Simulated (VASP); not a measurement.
# NbSeN (P4/nmm) in VASP: notebook

One crystal, NbSeN, is run at these levels: PBE; tasks: single point.

All numbers are computed with VASP 6.6.1; they aren't measurements. Logs are shortened: lines on timing, memory, paths and dates and some standing lists are left out, and cuts for length are marked.

## 1. The crystal as given

The structure is tetragonal, space group P4/nmm (No. 129). The conventional cell has a = 3.672 Å, b = 3.672 Å, c = 6.378 Å, α = 90.00°, β = 90.00°, γ = 90.00°. Nb (site symmetry 4mm) has 4 N at 2.14 Å as nearest neighbours. Se (site symmetry 4mm) has 5 Nb at 2.84 to 2.92 Å and 4 Se at 3.00 Å and 4 N at 3.05 Å as nearest neighbours. Around N (site symmetry -4m2) lie 4 Nb at 2.14 Å.

The cell comes from a database or a generator and needn't be the stable form of this composition.

## 2. Single point, PBE

Contents of INCAR:

```
SYSTEM = NbSeN
  PREC = Accurate
  ENCUT = 520
  EDIFF = 1E-7
  ISMEAR = 0
  SIGMA = 0.02
  LREAL = .FALSE.
  LASPH = .TRUE.
  NELM = 80
  ALGO = Fast
  ISIF = 2
  LWAVE = .FALSE.
  LCHARG = .TRUE.
  GGA = PE
  LELF = .TRUE.
  LVHAR = .TRUE.
```

Contents of KPOINTS:

```
regular mesh
0
G
  7 7 4
  0 0 0
```

Contents of POSCAR:

```
NbSeN
1.0
    3.6724980000      0.0000000000      0.0000000000
    0.0000000000      3.6724980000      0.0000000000
    0.0000000000      0.0000000000      6.3781640000
Nb Se N
2 2 2
Direct
    0.0000000000      0.5000000000      0.8269710000
    0.5000000000      0.0000000000      0.1730290000
    0.0000000000      0.5000000000      0.3814760000
    0.5000000000      0.0000000000      0.6185240000
    0.0000000000      0.0000000000      0.0000000000
    0.5000000000      0.5000000000      0.0000000000
```

Potentials or basis: VASP PAW PBE potentials, release 64 (Nb_pv, Se, N).

Started as:

```
$ cat potpaw_PBE.64/Nb_pv/POTCAR potpaw_PBE.64/Se/POTCAR potpaw_PBE.64/N/POTCAR > POTCAR
$ mpirun -np 1 vasp_std > vasp.out
```

OUTCAR:

```text
SYSTEM = NbSeN
   PREC = Accurate
   ENCUT = 520
   EDIFF = 1E-7
   ISMEAR = 0
   LREAL = .FALSE.
   LASPH = .TRUE.
   NELM = 80
   ISIF = 2
   GGA = PE

 ion  position               nearest neighbor table
   1  0.000  0.500  0.827-   5 2.14   6 2.14   5 2.14   6 2.14   3 2.84   4 2.92   4 2.92   4 2.92
                             4 2.92   2 3.41   2 3.41   2 3.41   2 3.41
   2  0.500  0.000  0.173-   5 2.14   6 2.14   6 2.14   5 2.14   4 2.84   3 2.92   3 2.92   3 2.92
                             3 2.92   1 3.41   1 3.41   1 3.41   1 3.41
   3  0.000  0.500  0.381-   1 2.84   2 2.92   2 2.92   2 2.92   2 2.92
   4  0.500  0.000  0.619-   2 2.84   1 2.92   1 2.92   1 2.92   1 2.92
   5  0.000  0.000  0.000-   1 2.14   2 2.14   1 2.14   2 2.14
   6  0.500  0.500  0.000-   1 2.14   2 2.14   2 2.14   1 2.14

  LATTYP: Found a simple tetragonal cell.
 ALAT       =     3.6724980000
 C/A-ratio  =     1.7367372290

  Lattice vectors:

 A1 = (   3.6724980000,   0.0000000000,   0.0000000000)
 A2 = (   0.0000000000,   3.6724980000,   0.0000000000)
 A3 = (   0.0000000000,   0.0000000000,   6.3781640000)

Analysis of symmetry for initial positions (statically):
=====================================================================
 Subroutine PRICEL returns:
 Original cell was already a primitive cell.

 Routine SETGRP: Setting up the symmetry group for a
 simple tetragonal supercell.

 Subroutine GETGRP returns: Found 16 space group operations
 (whereof  8 operations were pure point group operations)
 out of a pool of 16 trial point group operations.

The static configuration has the point symmetry D_2d.
 The point group associated with its full space group is D_4h.

Analysis of symmetry for dynamics (positions and initial velocities):
=====================================================================
 Subroutine PRICEL returns:
 Original cell was already a primitive cell.

 Routine SETGRP: Setting up the symmetry group for a
 simple tetragonal supercell.

 Subroutine GETGRP returns: Found 16 space group operations
 (whereof  8 operations were pure point group operations)
 out of a pool of 16 trial point group operations.

The dynamic configuration has the point symmetry D_2d.
 The point group associated with its full space group is D_4h.

 Subroutine INISYM returns: Found 16 space group operations
 (whereof  8 operations are pure point group operations),
 and found     1 'primitive' translations

----------------------------------------------------------------------------------------

                                     Primitive cell

  volume of cell :      86.0238

  direct lattice vectors                    reciprocal lattice vectors
     3.672498000  0.000000000  0.000000000     0.272294226  0.000000000  0.000000000
     0.000000000  3.672498000  0.000000000     0.000000000  0.272294226  0.000000000
     0.000000000  0.000000000  6.378164000     0.000000000  0.000000000  0.156784931

  length of vectors
     3.672498000  3.672498000  6.378164000     0.272294226  0.272294226  0.156784931

  position of ions in fractional coordinates (direct lattice)
     0.000000000  0.500000000  0.826971000
     0.500000000  0.000000000  0.173029000
     0.000000000  0.500000000  0.381476000
     0.500000000  0.000000000  0.618524000
     0.000000000  0.000000000  0.000000000
     0.500000000  0.500000000  0.000000000

  ion indices of the primitive-cell ions
   primitive index   ion index
                 1           1
                 2           2
                 3           3
                 4           4
                 5           5
                 6           6

----------------------------------------------------------------------------------------

 KPOINTS: regular mesh

Automatic generation of k-mesh.
 Grid dimensions read from file:
 generate k-points for:    7    7    4

 Generating k-lattice:

  Cartesian coordinates                     Fractional coordinates (reciprocal lattice)
     0.038899175  0.000000000  0.000000000     0.142857143  0.000000000  0.000000000
     0.000000000  0.038899175  0.000000000     0.000000000  0.142857143  0.000000000
     0.000000000  0.000000000  0.039196233     0.000000000  0.000000000  0.250000000

  Length of vectors
     0.038899175  0.038899175  0.039196233

  Shift w.r.t. Gamma in fractional coordinates (k-lattice)
     0.000000000  0.000000000  0.000000000

 Subroutine IBZKPT returns following result:
 ===========================================

 Found     30 irreducible k-points:

 Following reciprocal coordinates:
            Coordinates               Weight
  0.000000  0.000000  0.000000      1.000000
  0.142857  0.000000  0.000000      4.000000
  0.285714  0.000000  0.000000      4.000000
  0.428571  0.000000  0.000000      4.000000
  0.142857  0.142857  0.000000      4.000000
  0.285714  0.142857  0.000000      8.000000
[... 16 lines left out ...]
  0.285714  0.000000  0.500000      4.000000
  0.428571  0.000000  0.500000      4.000000
 [... further k-points ...]
   k-points           NKPTS =     30   k-points in BZ     NKDIM =     30   number of bands    NBANDS=     26
   number of dos      NEDOS =    301   number of ions     NIONS =      6
   total plane-waves  NPLWV =  37632
   dimension x,y,z NGX =    28 NGY =   28 NGZ =   48
   dimension x,y,z NGXF=    56 NGYF=   56 NGZF=   96
   ions per type =               2   2   2
   NGX,Y,Z   is equivalent  to a cutoff of  12.67, 12.67, 12.51 a.u.
   NGXF,Y,Z  is equivalent  to a cutoff of  25.35, 25.35, 25.02 a.u.
 SYSTEM =  NbSeN
   PREC   = accura    normal or accurate (medium, high low for compatibility)
   ISTART =      0    job   : 0-new  1-cont  2-samecut
   ICHARG =      2    charge: 1-file 2-atom 10-const
   ISPIN  =      1    spin polarized calculation?
   LNONCOLLINEAR =      F non collinear calculations
   LSORBIT =      F    spin-orbit coupling
   LASPH  =      T    aspherical Exc in radial PAW
   ENCUT  =  520.0 eV  38.22 Ry    6.18 a.u.   6.83  6.83 11.86*2*pi/ulx,y,z
   NELM   =     80;   NELMIN=  2; NELMDL= -5     # of ELM steps
   EDIFF  = 0.1E-06   stopping-criterion for ELM
   LREAL  =      F    real-space projection
   EDIFFG = 0.1E-05   stopping-criterion for IOM
   NSW    =      0    number of steps for IOM
   IBRION =     -1    ionic relax: 0-MD 1-quasi-New 2-CG
   NFREE  =      0    steps in history (QN), initial steepest desc. (CG)
   ISIF   =      2    stress and relaxation
   ISYM   =      2    0-nonsym 1-usesym 2-fastsym
   POTIM  = 0.5000    time-step for ionic-motion
   TEBEG  =    0.0;   TEEND  =   0.0 temperature during run
   PSTRESS=    0.0 pullay stress
   NELECT =      44.0000    total number of electrons
   NUPDOWN=      -1.0000    fix difference up-down
   EMIN   =  10.00;   EMAX   =-10.00  energy-range for DOS
   EFERMI =   0.00;   METHOD = LEGACY
   ISMEAR =     0;   SIGMA  =   0.02  broadening in eV -4-tet -1-fermi 0-gaus
   EFERMI_NEDOS =   21; number of points for ismear=-14 and -15
   IALGO  =     68    algorithm
   IMIX   =      4    mixing-type and parameters
     AMIX     =   0.40;   BMIX     =  1.00
     AMIX_MAG =   1.60;   BMIX_MAG =  1.00
  volume/ion in A,a.u.               =      14.34        96.75
  Fermi-wavevector in a.u.,A,eV,Ry     =   1.309241  2.474106 23.321894  1.714111
  Thomas-Fermi vector in A             =   2.439853
   LORBIT       =      0    0 simple, 1 ext, 2 COOP (PROOUT), +10 PAW based schemes
   GGA     = PE    functional components
   LHFCALC =     F    Hartree Fock is set to
   AEXX    =    0.0000 exact exchange contribution
   IVDW    =     0    specifies the selected vdW correction
   LEPSILON=     F    determine dielectric tensor
   LRPA    =     F    only Hartree local field effects (RPA)
 non-spin polarized calculation
 RMM-DIIS sequential band-by-band and
 Gauss-broadening in eV      SIGMA  =   0.02
  energy-cutoff  :      520.00
  volume of cell :       86.02
 maximum number of plane-waves:      2343
 NGX is ok and might be reduce to    28
   NGX = 13   NGY = 13   NGZ = 23

 number of electron      43.9999997 magnetization

 Free energy of the ion-electron system (eV)
  ---------------------------------------------------
  ext. energy  EPLUGINS =         0.00000000
  ---------------------------------------------------
  free energy    TOTEN  =       -47.43290987 eV

  energy without entropy =      -47.43208196  energy(sigma->0) =      -47.43249592

 E-fermi :   6.6100     XC(G=0): -11.7980

 val. band max:        6.6090253590   @ k =   0.1429   0.0000   0.2500
 cond. band min:       6.6169194583   @ k =   0.1429   0.1429   0.5000
 fundamental gap:      0.0078940993
 Fermi energy:         6.6100373614

 k-point     1 :       0.0000    0.0000    0.0000
  band No.  band energies     occupation
      1     -25.9211      2.00000
      2     -25.7543      2.00000
      3     -25.7543      2.00000
      4     -25.7069      2.00000
      5     -25.6510      2.00000
      6     -25.6510      2.00000
[... 18 lines left out ...]
     25       7.6623      0.00000
     26       8.7951      0.00000

 k-point     2 :       0.1429    0.0000    0.0000
  band No.  band energies     occupation
      1     -25.9182      2.00000
      2     -25.7914      2.00000
      3     -25.7475      2.00000
      4     -25.6966      2.00000
      5     -25.6700      2.00000
      6     -25.6544      2.00000
[... 18 lines left out ...]
     25       8.1252      0.00000
     26       8.6663      0.00000

 k-point     3 :       0.2857    0.0000    0.0000
  band No.  band energies     occupation
      1     -25.9165      2.00000
      2     -25.8555      2.00000
      3     -25.7295      2.00000
      4     -25.7043      2.00000
      5     -25.6952      2.00000
      6     -25.6650      2.00000
[... 572 lines left out ...]
 k-point    23 :       0.2857    0.0000    0.5000
  band No.  band energies     occupation
      1     -25.9157      2.00000
      2     -25.8593      2.00000
      3     -25.7290      2.00000
      4     -25.7008      2.00000
      5     -25.6960      2.00000
      6     -25.6654      2.00000
[... 18 lines left out ...]
     25       8.8376      0.00000
     26       8.9445      0.00000

 k-point    24 :       0.4286    0.0000    0.5000
  band No.  band energies     occupation
      1     -25.9231      2.00000
      2     -25.9090      2.00000
      3     -25.7113      2.00000
      4     -25.7056      2.00000
      5     -25.7035      2.00000
      6     -25.6829      2.00000
[... 18 lines left out ...]
     25       7.9482      0.00000
     26       8.0932      0.00000

 [... further k-points ...]
[... 5 lines left out ...]
  --------------------------------------------------------------------------------------
  -------------------------------------------------------------------------------------
  Total        0.0987867      0.0987867     -0.5090268      0.0000000     -0.0000000      0.0000000
  in kB        1.8398839      1.8398839     -9.4805251      0.0000000     -0.0000000      0.0000000
  external PRESSURE =      -1.9335857 kB  Pullay stress =       0.0000000 kB

 VOLUME and BASIS-vectors are now :
 -----------------------------------------------------------------------------
  energy-cutoff  :      520.00
  volume of cell :       86.02
      direct lattice vectors                 reciprocal lattice vectors
     3.672498000  0.000000000  0.000000000     0.272294226  0.000000000  0.000000000
     0.000000000  3.672498000  0.000000000     0.000000000  0.272294226  0.000000000
     0.000000000  0.000000000  6.378164000     0.000000000  0.000000000  0.156784931

 POSITION                                       TOTAL-FORCE (eV/Angst)
 -----------------------------------------------------------------------------------
      0.00000      1.83625      5.27456         0.000000      0.000000      0.095390
      1.83625      0.00000      1.10361        -0.000000      0.000000     -0.095390
      0.00000      1.83625      2.43312         0.000000      0.000000     -0.038153
      1.83625      0.00000      3.94505        -0.000000      0.000000      0.038153
      0.00000      0.00000      0.00000         0.000000      0.000000      0.000000
      1.83625      1.83625      0.00000         0.000000     -0.000000      0.000000
 -----------------------------------------------------------------------------------
    total drift:                                0.000000      0.000000      0.000000

  FREE ENERGIE OF THE ION-ELECTRON SYSTEM (eV)
  ---------------------------------------------------
  free  energy   TOTEN  =       -47.4329098699 eV

  energy  without entropy=      -47.4320819632  energy(sigma->0) =      -47.43249592
```

It took 2.8 min on 1 thread of Intel Xeon Platinum 8259CL at 2.50GHz (Skylake/Cascade Lake), shared host; peak memory 0.23 GiB.

What came out:

| Property | Result |
| --- | --- |
| Free energy | -47.4329 eV |
| Pressure | -0.2 GPa |
| Largest force | 0.095 eV/Å |
| Band gap on the k mesh | none (metal or under the smearing width) |

Forces in eV/Å, atoms in the order of the input:
```
Nb   0.000  0.000  0.095
Nb   0.000  0.000 -0.095
Se   0.000  0.000 -0.038
Se   0.000  0.000  0.038
N    0.000  0.000  0.000
N    0.000  0.000  0.000
```

Levels at points of the mesh, in eV from the Fermi level:
```tsv
k point	band 20	band 21	band 22	band 23	band 24	band 25
(0.00, 0.00, 0.00)	-2.50	-0.40	0.33	0.33	0.70	1.05
(0.00, 0.00, 0.50)	-1.27	-0.63	-0.63	-0.36	0.54	0.63
```

## 3. Single point, PBE

Contents of run.py:

```python
from ase.calculators.vasp import Vasp
from ase.dft.bandgap import bandgap
from ase.io import read

atoms = read('NbSeN.cif', primitive_cell=True, subtrans_included=False)
calc = Vasp(
    directory='calc',
    xc='pbe',
    pp='PBE',
    setups='materialsproject',
    prec='Accurate',
    encut=520,
    ediff=1e-06,
    ismear=0,
    sigma=0.02,
    lreal=False,
    lasph=True,
    nelm=100,
    algo='Normal',
    isif=2,
    lwave=False,
    lcharg=False,
    kpts=[7, 7, 4],
    gamma=True,
)
atoms.calc = calc

print('energy (eV):', atoms.get_potential_energy())
print('free energy (eV):', atoms.get_potential_energy(force_consistent=True))
print('forces (eV/A):')
print(atoms.get_forces())
print('stress (eV/A^3, Voigt):', atoms.get_stress())
print('Fermi level (eV):', calc.get_fermi_level())
gap, top, bottom = bandgap(calc)
print('band gap (eV):', gap, 'from (spin, k, band)', top, 'to', bottom)
```

Contents of NbSeN.cif:

```cif
data_NbSeN
_cell_length_a 3.67249800
_cell_length_b 3.67249800
_cell_length_c 6.37816400
_cell_angle_alpha 90.00000000
_cell_angle_beta 90.00000000
_cell_angle_gamma 90.00000000
_space_group_name_H-M_alt 'P4/nmm'
_space_group_name_Hall 'P 4ab 2ab -1ab'
_space_group_IT_number 129
loop_
_space_group_symop_operation_xyz
'x,y,z'
'-y+1/2,x+1/2,z'
'-x,-y,z'
'y+1/2,-x+1/2,z'
'x+1/2,-y+1/2,-z'
'-y,-x,-z'
'-x+1/2,y+1/2,-z'
'y,x,-z'
'-x+1/2,-y+1/2,-z'
'y,-x,-z'
'x+1/2,y+1/2,-z'
'-y,x,-z'
'-x,y,z'
'y+1/2,x+1/2,z'
'x,-y,z'
'-y+1/2,-x+1/2,z'
loop_
_atom_site_label
_atom_site_type_symbol
_atom_site_symmetry_multiplicity
_atom_site_Wyckoff_symbol
_atom_site_fract_x
_atom_site_fract_y
_atom_site_fract_z
_atom_site_occupancy
Nb1 Nb 2 c 0.0000000000 0.5000000000 0.8269710000 1
Se1 Se 2 c 0.0000000000 0.5000000000 0.3814760000 1
N1 N 2 a 0.0000000000 0.0000000000 0.0000000000 1
```

Potentials or basis: VASP PAW PBE potentials, release 64 (Nb_pv, Se, N).

Started as:

```
$ python run.py
```

It took 70 s on 1 thread of Intel Xeon Platinum 8259CL at 2.50GHz (Skylake/Cascade Lake), shared host; peak memory 0.22 GiB.

It converged, with:

* Free energy: -47.4329 eV
* Pressure: -0.2 GPa
* Largest force: 0.096 eV/Å
* Band gap on the k mesh: none (metal or under the smearing width)

Forces in eV/Å, atoms in the order of the input:
```
Nb   0.000  0.000  0.096
Nb   0.000  0.000 -0.096
Se   0.000  0.000 -0.038
Se   0.000  0.000  0.038
N    0.000  0.000  0.000
N    0.000  0.000  0.000
```

Stress tensor (GPa, compression positive):
```
 0.18  0.00  0.00
 0.00  0.18  0.00
 0.00  0.00 -0.95
```

Levels at points of the mesh, in eV from the Fermi level:
```tsv
k point	band 18	band 19	band 20	band 21	band 22	band 23	band 24	band 25	band 26
(0.00, 0.00, 0.00)	-2.80	-2.80	-2.50	-0.40	0.33	0.33	0.69	1.05	1.30
(0.00, 0.00, 0.50)	-1.48	-1.48	-1.27	-0.63	-0.63	-0.36	0.54	0.63	1.69
```

## 4. For comparison

An earlier run on the cell as given: functional PBE; potentials or basis VASP PAW PBE potentials, release 64 (Nb_sv, Se, N); cutoff 520 eV; k mesh 7 × 7 × 4; occupations fermi-dirac, width 0.05 eV; no spin polarisation.

* Pressure: -3.3 GPa
* Largest force: 0.511 eV/Å
* Band gap on the k mesh: none (metal or under the smearing width)
